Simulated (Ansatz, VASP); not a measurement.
# SbMo in two plane-wave programs, part 2 of 2

One calculation is typed for both programs; each brings its own data sets. How far apart do they land? The cell is generated by rule, not measured, and may not be a known phase. Of the first pair: The two relaxations start from unlike cells of this crystal (the structure described is Ansatz's start), so only their ends are compared.

VASP 6.6.1 and Ansatz 0.2.0.

So far: The starting structure; VASP: relaxation of cell and atoms, PBEsol, pair 1; Ansatz: relaxation of cell and atoms, PBEsol, pair 1; Side by side.

### 5. VASP: relaxation of cell and atoms, PBEsol, pair 2

Level of this step: PBEsol; plane waves and PAW (Mo_sv, Sb); invented cell (VASP).

The relaxed volume is the usual yardstick between codes: in a stiff, nearly cubic crystal its relative difference is about their pressure difference at one cell divided by the bulk modulus. Its start cell is another than that of the pair before, and may be another structure of the material.

File INCAR:

```
SYSTEM = SbMo
PREC = Accurate
ENCUT = 500
EDIFF = 1E-07
NELM = 120
ISMEAR = 0
SIGMA = 0.1
LREAL = .FALSE.
ALGO = Normal
GGA = PS
NBANDS = 15
LASPH = .TRUE.
LORBIT = 11
LWAVE = .FALSE.
LCHARG = .FALSE.
ISIF = 3
IBRION = 2
NSW = 80
EDIFFG = -0.005
GGA_COMPAT = .FALSE.
NELMIN = 4
KPAR = 2
```

File POSCAR:

```
SbMo
1.0
    3.5121160000     -0.0000030000      0.0000000000
   -1.7560550000      3.0415830000      0.0000000000
    0.0000000000      0.0000000000      3.6006920000
Mo Sb
1 1
Direct
    0.0000000000      0.0000000000      0.0000000000
    0.3333333333      0.6666666667      0.5000000000
```

File KPOINTS:

```
Automatic mesh
0
Gamma
12 12 10
0 0 0
```

PAW data sets: Mo_sv and Sb (PBE family, release 64).

On the command line:

```
$ mpirun -np 2 vasp_std
```

Numbers of over 12 decimals in the logs are rounded to 6 here.

The program printed:

```text
[banner, memory and clock lines left out]
running    2 mpi-ranks, on    1 nodes
[...]
[... a notice as in an earlier step ...]

 LDA part: xc-table for (Slater+PW92), standard interpolation
 POSCAR, INCAR and KPOINTS ok, starting setup
[...]
entering main loop
       N       E                     dE             d eps       ncg     rms          rms(c)
DAV:   1     0.123180557705E+03    0.12318E+03   -0.90140E+03  3452   0.112E+03
DAV:   2    -0.138690794634E+02   -0.13705E+03   -0.13408E+03  4477   0.308E+02
DAV:   3    -0.164974644846E+02   -0.26284E+01   -0.26039E+01  3924   0.441E+01
DAV:   4    -0.165195180418E+02   -0.22054E-01   -0.22051E-01  4211   0.488E+00
[...]
DAV:  12    -0.159223962489E+02    0.53190E-06   -0.58360E-07  3728   0.531E-03    0.162E-03
DAV:  13    -0.159223959563E+02    0.29263E-06   -0.43928E-08  1941   0.187E-03    0.869E-04
DAV:  14    -0.159223960113E+02   -0.54946E-07   -0.42055E-09  1766   0.556E-04
   1 F= -.15922396E+02 E0= -.15919772E+02  d E =-.159224E+02
[...]
DAV:   6    -0.159228507660E+02    0.26662E-06   -0.34169E-07  3959   0.423E-03    0.716E-04
DAV:   7    -0.159228507610E+02    0.50377E-08   -0.16706E-08  1773   0.932E-04
   2 F= -.15922851E+02 E0= -.15920242E+02  d E =-.454750E-03
 trial-energy change:   -0.000455  1 .order   -0.000452   -0.000592   -0.000312
 step:   2.0011(harm=  2.1174)  dis= 0.00000  next Energy=   -15.923010 (dE=-0.614E-03)
[...]
N       E                     dE             d eps       ncg     rms          rms(c)
DAV:   1    -0.159253870990E+02   -0.25363E-02   -0.90550E-02  3518   0.291E+00    0.301E-01
DAV:   2    -0.159234130517E+02    0.19740E-02   -0.39079E-03  3749   0.547E-01    0.122E-01
DAV:   3    -0.159230438067E+02    0.36924E-03   -0.73361E-04  3917   0.204E-01    0.365E-02
DAV:   4    -0.159230164805E+02    0.27326E-04   -0.91809E-05  4092   0.791E-02    0.184E-02
DAV:   5    -0.159230152330E+02    0.12474E-05   -0.35818E-06  3686   0.147E-02    0.632E-03
DAV:   6    -0.159230149698E+02    0.26323E-06   -0.33634E-07  3987   0.420E-03    0.714E-04
DAV:   7    -0.159230149637E+02    0.60741E-08   -0.16339E-08  1745   0.926E-04
   3 F= -.15923015E+02 E0= -.15920422E+02  d E =-.618952E-03
[...]
reached required accuracy - stopping structural energy minimisation
```

OUTCAR, selected parts (step 5):

```text
  Total        0.0008516      0.0008516     -0.0027432      0.0000000     -0.0000000      0.0000000
  in kB        0.0353984      0.0353984     -0.1140215      0.0000000     -0.0000000      0.0000000
  external PRESSURE =      -0.0144082 kB  Pullay stress =       0.0000000 kB

 POSITION                                       TOTAL-FORCE (eV/Angst)
 -----------------------------------------------------------------------------------
     -0.00000      0.00000     -0.00000        -0.000000      0.000000     -0.000000
      0.00000      2.03536      1.79069         0.000000     -0.000000      0.000000
 -----------------------------------------------------------------------------------
    total drift:                               -0.000008     -0.000004      0.000000

  FREE ENERGIE OF THE ION-ELECTRON SYSTEM (eV)
  ---------------------------------------------------
  free  energy   TOTEN  =       -15.9230149637 eV

  energy  without entropy=      -15.9178285400  energy(sigma->0) =      -15.92042175

[... 1 part as in an earlier step ...]

[... 3 further parts left out ...]
[key lines of the parts left out:]
E-fermi :  11.2205
```

### 6. Ansatz: relaxation of cell and atoms, PBEsol, pair 2

The same cell, functional, mesh and smearing now go to Ansatz, which takes its cutoff from its data sets.

The cell is taken from a series of runs on this material, whose earlier steps may have relaxed, scaled, displaced or heated it; both programs get it as it stands.

File input.yaml:

```yaml
crystal:
  lattice:
    - [3.5121158592, -2.9335e-06, 0.0]
    - [-1.7560553891, 3.0415830218, 0.0]
    - [0.0, 0.0, 3.600691577]
  atoms:
    - { symbol: Mo, position: [0.0, 0.0, 0.0] }
    - { symbol: Sb, position: [0.3333333333, 0.6666666667, 0.5] }
kpoints:
  mp_grid: { grid: [12, 12, 10] }
hamiltonian:
  xc: pbesol
  pseudopotentials: { kind: nc }
scf:
  occupations: { method: gaussian, width: 0.1 }
output:
  forces: true
  stress: true
  eigenvalues: true
relax:
  adjacent_minimum: "off"
  f_tol: 0.005
  max_steps: 80
  cell: { stress_tol: 0.05 }
```

On the command line:

```
$ ansatz run input.yaml --threads 4 --pin off --max-ram 7168MiB --backend cpu --events-out ev --progress --plain --runs-dir out
```

The program printed:

```text
[...]
Crystal: 2 atoms, lattice volume = 38.464 Å³
Basis set: ecut = 1088.45545 eV, 3187 PW (Γ), exchange–correlation on 80×80×80 points (8 copies of the dense FFT grid, shifted against one another)
Bands: 19, of which v1, the nominal top of the filled ones, is band 15 counted from 1 (14 counted from 0)
Symmetry: 12 space group operations
[...]
k-point 113: bands = [... 11 lower, 12.5866, 14.2595, 16.0122, 18.0134, 19.7907, 20.3842, 20.4192, 21.3791]
--- Relaxed structure (3 steps of the walk, 3 accepted, 1 SCFs on fresh bases) ---
[...]
cell:  # Å, volume = 38.5150 Å³
    - [3.523876, -2.9433312592577676e-6, 0.0]
    - [-1.761936, 3.051768, 0.0]
    - [0.0, 0.0, 3.581439]
  atoms:
    - { symbol: Mo, position: [0, -2.7755575615628907e-17, 0.0] }
    - { symbol: Sb, position: [0.333333, 0.666667, 0.5] }
[key lines of the parts left out:]
SCF converged after 6 iterations
Free energy (F): -4381.660965 eV
Fermi energy:    17.331158 eV
P = ⅓ Tr σ = -0.0091 GPa (-0.091 kbar)
```

### 7. Comparison

What differs besides the data sets and the points named for the pairs above, as far as they apply: the data sets hold 29 valence electrons in Ansatz (on norm-conserving files, of PseudoDojo where its log says so) and 19 in VASP. Total energies have different zeros and are not compared.

Both answers:

```csv
quantity,Ansatz,VASP,difference
volume (Å³),38.51,38.55,-0.08 %
"edge a after relaxation, in the typed setting (Å)",3.524,3.525,-0.04 %
"edge c after relaxation, in the typed setting (Å)",3.581,3.581,+0.00 %
```

### 8. Ansatz: relaxation of cell and atoms, PBEsol, pair 3

The relaxed volume is the usual yardstick between codes: in a stiff, nearly cubic crystal its relative difference is about their pressure difference at one cell divided by the bulk modulus.

The cell is taken from a series of runs on this material, whose earlier steps may have relaxed, scaled, displaced or heated it; both programs get it as it stands.

input.yaml, the sections that differ from step 6:

```yaml
crystal:
  lattice:
    - [3.5238762361, -2.9433e-06, 0.0]
    - [-1.761935569, 3.0517678119, 0.0]
    - [0.0, 0.0, 3.5814391789]
  atoms:
    - { symbol: Mo, position: [0.0, 0.0, 0.0] }
    - { symbol: Sb, position: [0.3333333333, 0.6666666667, 0.5] }
kpoints:
  mp_grid: { grid: [12, 12, 12] }
scf:
  occupations: { method: methfessel_paxton, width: 0.15 }
relax:
  adjacent_minimum: "off"
  f_tol: 0.001
  max_steps: 60
  cell: { stress_tol: 0.01 }
# hamiltonian, output: as in step 6
```

The program printed:

```text
[...]
Crystal: 2 atoms, lattice volume = 38.515 Å³
Basis set: ecut = 1088.45545 eV, 3163 PW (Γ), exchange–correlation on 80×80×80 points (8 copies of the dense FFT grid, shifted against one another)
Bands: 19, of which v1, the nominal top of the filled ones, is band 15 counted from 1 (14 counted from 0)
Symmetry: 12 space group operations
[...]
k-point 132: bands = [... 11 lower, 12.5892, 14.2629, 16.0157, 18.0182, 19.7957, 20.3885, 20.4239, 21.3833]
--- Relaxed structure (3 steps of the walk, 2 accepted, 1 SCFs on fresh bases) ---
[...]
cell:  # Å, volume = 38.5082 Å³
    - [3.523777, -2.9432618764386047e-6, 0.0]
    - [-1.761886, 3.051682, 0.0]
    - [0.0, 0.0, 3.581014]
  atoms:
    - { symbol: Mo, position: [0, -2.7755575615628914e-17, 0.0] }
    - { symbol: Sb, position: [0.333333, 0.666667, 0.500000] }
[key lines of the parts left out:]
SCF converged after 7 iterations
Free energy (F): -4381.657841 eV
Fermi energy:    17.337169 eV
P = ⅓ Tr σ = -0.0009 GPa (-0.009 kbar)
```

### 9. VASP: relaxation of cell and atoms, PBEsol, pair 3

The same cell, functional, mesh and smearing now go to VASP, with its own data sets.

INCAR, as its differences from that of step 5:

```diff
@@ -5,4 +5,4 @@
 NELM = 120
-ISMEAR = 0
-SIGMA = 0.1
+ISMEAR = 1
+SIGMA = 0.15
 LREAL = .FALSE.
```

File POSCAR:

```
SbMo
1.0
    3.5238760000     -0.0000030000      0.0000000000
   -1.7619360000      3.0517680000      0.0000000000
    0.0000000000      0.0000000000      3.5814390000
Mo Sb
1 1
Direct
    0.0000000000      0.0000000000      0.0000000000
    0.3333333333      0.6666666667      0.5000000000
```

File KPOINTS:

```
Automatic mesh
0
Gamma
12 12 12
0 0 0
```

On the command line:

```
$ mpirun -np 2 vasp_std
```

The program printed:

```text
[... set-up lines as in an earlier step ...]
 entering main loop
       N       E                     dE             d eps       ncg     rms          rms(c)
DAV:   1     0.123380207265E+03    0.12338E+03   -0.89333E+03  4006   0.111E+03
DAV:   2    -0.138013131660E+02   -0.13718E+03   -0.13413E+03  5215   0.310E+02
DAV:   3    -0.164931211851E+02   -0.26918E+01   -0.26745E+01  4557   0.446E+01
DAV:   4    -0.165151250320E+02   -0.22004E-01   -0.22002E-01  4925   0.490E+00
[...]
DAV:  12    -0.159199077137E+02    0.55623E-06   -0.57801E-07  4382   0.525E-03    0.157E-03
DAV:  13    -0.159199074342E+02    0.27944E-06   -0.39246E-08  2247   0.174E-03    0.889E-04
DAV:  14    -0.159199074826E+02   -0.48335E-07   -0.41333E-09  2086   0.539E-04
   1 F= -.15919907E+02 E0= -.15920021E+02  d E =-.159199E+02
[...]
N       E                     dE             d eps       ncg     rms          rms(c)
DAV:   1    -0.159205681258E+02   -0.66069E-03   -0.14155E-02  4018   0.130E+00    0.243E-01
[...]
DAV:   6    -0.159198888870E+02    0.63345E-06   -0.33299E-07  4235   0.379E-03    0.442E-04
DAV:   7    -0.159198889015E+02   -0.14490E-07   -0.21740E-08  2037   0.113E-03
   2 F= -.15919889E+02 E0= -.15920003E+02  d E =0.185811E-04
 trial-energy change:    0.000019  1 .order    0.000017   -0.000038    0.000071
 step:   0.3246(harm=  0.3476)  dis= 0.00000  next Energy=   -15.919914 (dE=-0.611E-05)
[...]
N       E                     dE             d eps       ncg     rms          rms(c)
DAV:   1    -0.159202204867E+02   -0.33160E-03   -0.64528E-03  4018   0.876E-01    0.165E-01
DAV:   2    -0.159199433810E+02    0.27711E-03   -0.15746E-03  4018   0.342E-01    0.363E-02
DAV:   3    -0.159199159473E+02    0.27434E-04   -0.72607E-05  4032   0.580E-02    0.164E-02
DAV:   4    -0.159199122844E+02    0.36628E-05   -0.18023E-05  4326   0.367E-02    0.766E-03
DAV:   5    -0.159199129176E+02   -0.63321E-06   -0.53128E-07  4938   0.689E-03    0.520E-03
DAV:   6    -0.159199134829E+02   -0.56523E-06   -0.14940E-07  3502   0.265E-03    0.272E-04
DAV:   7    -0.159199134699E+02    0.12985E-07   -0.10462E-08  2002   0.898E-04
   3 F= -.15919913E+02 E0= -.15920027E+02  d E =-.598732E-05
[...]
reached required accuracy - stopping structural energy minimisation
```

OUTCAR, selected parts (step 9):

```text
  Total        0.0024689      0.0024689     -0.0005203     -0.0000000     -0.0000000      0.0000000
  in kB        0.1026467      0.1026468     -0.0216327     -0.0000000     -0.0000000      0.0000000
  external PRESSURE =       0.0612203 kB  Pullay stress =       0.0000000 kB

 POSITION                                       TOTAL-FORCE (eV/Angst)
 -----------------------------------------------------------------------------------
      0.00000     -0.00000      3.58215        -0.000000      0.000000      0.000000
      0.00000      2.03486      1.79107         0.000000     -0.000000      0.000000
 -----------------------------------------------------------------------------------
    total drift:                                0.000012      0.000007      0.000000

  FREE ENERGIE OF THE ION-ELECTRON SYSTEM (eV)
  ---------------------------------------------------
  free  energy   TOTEN  =       -15.9199134699 eV

  energy  without entropy=      -15.9202543277  energy(sigma->0) =      -15.92002709

[... 1 part as in an earlier step ...]

[... 3 further parts left out ...]
[key lines of the parts left out:]
E-fermi :  11.2281
```

### 10. Comparison

What differs besides the data sets and the points named for the pairs above, as far as they apply: the data sets hold 29 valence electrons in Ansatz (on norm-conserving files, of PseudoDojo where its log says so) and 19 in VASP. Total energies have different zeros and are not compared.

The two programs side by side:

```csv
quantity,Ansatz,VASP,difference
volume (Å³),38.51,38.54,-0.07 %
"edge a after relaxation, in the typed setting (Å)",3.524,3.525,-0.02 %
"edge c after relaxation, in the typed setting (Å)",3.581,3.582,-0.03 %
```

### 11. What came out

| Item | Value |
| --- | --- |
| difference in volume (relaxation of cell and atoms, PBEsol, pair 1) | -0.095 % |
| difference in volume (relaxation of cell and atoms, PBEsol, pair 2) | -0.082 % |
| difference in volume (relaxation of cell and atoms, PBEsol, pair 3) | -0.071 % |

**Reading.** The difference in volume is -0.095 % (relaxation of cell and atoms, PBEsol, pair 1), within the 1.2 % picked in this series as the mark of a large difference, as far as the stopping tolerances let one tell. The data sets hold unlike numbers of valence electrons (29 in Ansatz and 19 in VASP), so part of the differences comes from the potentials. 2 further runs of this series are not shown here. How closely two codes agree says nothing of how well the functional describes the real material.

[Lines on the potential files, build, host, timing and source positions are cut from VASP's logs without a mark.]

[Logs are printed without paths, hosts, clocks, repeated set-up lines and the standing remarks that a program may print on its own settings, such as how far it seeks lower states.]

[Hosts, paths, dates, database ids (printed as entryN), source tags and the programs' standing remarks are cut or masked in the printed files.]
